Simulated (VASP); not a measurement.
Output of a VASP run:

File OUTCAR:
```
 ion  position               nearest neighbor table
   1  0.000  0.000  0.000-
   2  0.333  0.667  0.500-
   3  0.667  0.333  0.500-
  LATTYP: Found a hexagonal cell.
 ALAT       =     2.5670230000
 C/A-ratio  =     0.6082162100
 Subroutine PRICEL returns:
 Original cell was already a primitive cell.
 Subroutine GETGRP returns: Found 24 space group operations
The static configuration has the point symmetry D_6h.
The dynamic configuration has the point symmetry D_6h.
 Subroutine INISYM returns: Found 24 space group operations
 Subroutine IBZKPT returns following result:
 Found    112 irreducible k-points:

 Following reciprocal coordinates:
            Coordinates               Weight
  0.000000  0.000000  0.000000      1.000000
  0.100000 -0.000000  0.000000      6.000000
  0.200000 -0.000000  0.000000      6.000000
  0.300000  0.000000  0.000000      6.000000
  0.400000  0.000000  0.000000      6.000000
  0.500000 -0.000000  0.000000      3.000000
  0.100000  0.100000  0.000000      6.000000
  0.200000  0.100000  0.000000     12.000000
  0.300000  0.100000  0.000000     12.000000
  0.400000  0.100000  0.000000     12.000000
  0.200000  0.200000  0.000000      6.000000
  0.300000  0.200000  0.000000     12.000000
  0.400000  0.200000  0.000000      6.000000
  0.300000  0.300000  0.000000      6.000000
  0.000000  0.000000  0.071429      2.000000
  0.100000 -0.000000  0.071429     12.000000
  0.200000 -0.000000  0.071429     12.000000
  0.300000  0.000000  0.071429     12.000000
  0.400000  0.000000  0.071429     12.000000
  0.500000 -0.000000  0.071429      6.000000
  0.100000  0.100000  0.071429     12.000000
  0.200000  0.100000  0.071429     24.000000
  0.300000  0.100000  0.071429     24.000000
  0.400000  0.100000  0.071429     24.000000
  0.200000  0.200000  0.071429     12.000000
  0.300000  0.200000  0.071429     24.000000
  0.400000  0.200000  0.071429     12.000000
  0.300000  0.300000  0.071429     12.000000
  0.000000  0.000000  0.142857      2.000000
  0.100000 -0.000000  0.142857     12.000000
  0.200000 -0.000000  0.142857     12.000000
  0.300000  0.000000  0.142857     12.000000
  0.400000  0.000000  0.142857     12.000000
  0.500000 -0.000000  0.142857      6.000000
  0.100000  0.100000  0.142857     12.000000
  0.200000  0.100000  0.142857     24.000000
  0.300000  0.100000  0.142857     24.000000
  0.400000  0.100000  0.142857     24.000000
  0.200000  0.200000  0.142857     12.000000
  0.300000  0.200000  0.142857     24.000000
   k-points           NKPTS =    112   k-points in BZ     NKDIM =    112   number of bands    NBANDS=      5
   number of dos      NEDOS =    301   number of ions     NIONS =      3
   total plane-waves  NPLWV =   2560
   dimension x,y,z NGX =    16 NGY =   16 NGZ =   10
   dimension x,y,z NGXF=    32 NGYF=   32 NGZF=   20
   ions per type =               3
   PREC   = accura    normal or accurate (medium, high low for compatibility)
   ISTART =      0    job   : 0-new  1-cont  2-samecut
   ICHARG =      2    charge: 1-file 2-atom 10-const
   ISPIN  =      1    spin polarized calculation?
   LNONCOLLINEAR =      F non collinear calculations
   LSORBIT =      F    spin-orbit coupling
   INIWAV =      1    electr: 0-lowe 1-rand  2-diag
   ENCUT  =  300.0 eV  22.05 Ry    4.70 a.u.   3.63  3.63  2.20*2*pi/ulx,y,z
   NELM   =    100;   NELMIN=  2; NELMDL= -5     # of ELM steps
   EDIFF  = 0.1E-05   stopping-criterion for ELM
   LREAL  =      F    real-space projection
   NLSPLINE    = F    spline interpolate recip. space projectors
   LMAXMIX     =    2 max onsite mixed and CHGCAR
   VOSKOWN=      0    Vosko Wilk Nusair interpolation
   EDIFFG = 0.1E-04   stopping-criterion for IOM
   NSW    =      0    number of steps for IOM
...
```

### OSZICAR
```
       N       E                     dE             d eps       ncg     rms          rms(c)
DAV:   1    -0.678117096534E+01   -0.67812E+01   -0.58530E+02  1275   0.223E+02
DAV:   2    -0.739029790020E+01   -0.60913E+00   -0.54642E+00  1465   0.195E+01
DAV:   3    -0.739232492044E+01   -0.20270E-02   -0.20259E-02  1285   0.105E+00
DAV:   4    -0.739232499556E+01   -0.75121E-07   -0.74988E-07  1560   0.575E-03
DAV:   5    -0.739232499546E+01    0.10187E-09   -0.10814E-11  1230   0.193E-05    0.106E+00
DAV:   6    -0.739071783861E+01    0.16072E-02   -0.33271E-03  1300   0.298E-01    0.624E-01
DAV:   7    -0.739053477614E+01    0.18306E-03   -0.26828E-03  1285   0.309E-01    0.118E-01
DAV:   8    -0.739053764836E+01   -0.28722E-05   -0.14229E-04  1290   0.102E-01    0.511E-03
DAV:   9    -0.739053791189E+01   -0.26353E-06   -0.15097E-06   925   0.136E-02
   1 F= -.73905379E+01 E0= -.73903170E+01  d E =-.441798E-03
```

OUTCAR:
```
------------------------ aborting loop because EDIFF is reached ----------------------------------------
  FORCE on cell =-STRESS in cart. coord.  units (eV):
  Direction    XX          YY          ZZ          XY          YZ          ZX
  --------------------------------------------------------------------------------------
  Total       -0.7365617     -0.7365616      0.2244643     -0.0000002     -0.0000000      0.0000000
  in kB     -132.4469182   -132.4469027     40.3626716     -0.0000298     -0.0000000      0.0000000
  external PRESSURE =     -74.8437164 kB  Pullay stress =       0.0000000 kB
  volume of cell :        8.91
      direct lattice vectors                 reciprocal lattice vectors
     2.567023000  0.000000000  0.000000000     0.389556307  0.224910364  0.000000000
    -1.283511000  2.223107000  0.000000000     0.000000000  0.449820904  0.000000000
     0.000000000  0.000000000  1.561305000     0.000000000  0.000000000  0.640489847
 POSITION                                       TOTAL-FORCE (eV/Angst)
 -----------------------------------------------------------------------------------
      0.00000      0.00000      0.00000        -0.000000      0.000000      0.000000
     -0.00000      1.48207      0.78065         0.000000      0.000000      0.000000
      1.28351      0.74103      0.78065         0.000000     -0.000000      0.000000
 -----------------------------------------------------------------------------------
    total drift:                                0.000000     -0.000000      0.000000
  FREE ENERGIE OF THE ION-ELECTRON SYSTEM (eV)
  ---------------------------------------------------
  free  energy   TOTEN  =        -7.3905379119 eV

  energy  without entropy=       -7.3900961140  energy(sigma->0) =       -7.39031701
```
(Selected blocks of OUTCAR.)

POSCAR:
```
H2
1
    2.5670230000     0.0000000000     0.0000000000
   -1.2835110000     2.2231070000     0.0000000000
    0.0000000000     0.0000000000     1.5613050000
H
3
Direct
  0.0000000000   0.0000000000   0.0000000000
  0.3333330000   0.6666670000   0.5000000000
  0.6666670000   0.3333330000   0.5000000000
```

Reconstruct the remaining input files.

This is not unique; one that fits is the input of the run itself, LDA (Ceperley-Alder, Perdew-Zunger), plane waves, VASP's LDA PAW potentials (set 64).

KPOINTS:
```
Automatic mesh
0
Gamma
10 10 14
0 0 0
```

### INCAR
```
! general
SYSTEM  =  H2
PREC    =  Accurate
ENCUT   =  300
LREAL   =  .False.
LASPH   =  .True.

! electronic loop
EDIFF   =  1E-6
NELM    =  100
ALGO    =  Normal

! smearing
ISMEAR  =  0
SIGMA   =  0.05

! ions
ISIF    =  2

! output
LWAVE   =  .False.
LCHARG  =  .False.
```

POTCAR, in this order: H (LDA.64 set). Program: vasp_std.

At this cut-off the stress carries a Pulay error, which pulls relaxed volumes low.

The structure was generated: H2 was put into an ordered model structure, which need not be its known phase. The cell was not relaxed at this level.
